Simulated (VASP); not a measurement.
Calculation: PBEsol GGA, VASP's PBE PAW potentials (set 64) (plane waves; VASP 6.6.1). For the first row: Settings: 400 eV cut-off, 15×15×15 Γ-centred mesh, tetrahedra with Blöchl corrections, potentials Be Rh_pv.

```
system                    energy (eV/atom)
------------------------  ----------------
BeRh (space group Pm-3m)           -6.6828
Be (hcp)                           -3.9962
Rh (fcc)                           -8.1373
```

The references are the elements' solids at the same level; no temperature or zero-point terms are added.

### Question
What is the formation energy per atom of BeRh?

### Answer
The references average (1×(-3.9962) + 1×(-8.1373))/2 = -6.0667 eV, so the formation energy is -6.6828 − (-6.0667) = -0.616 eV/atom.
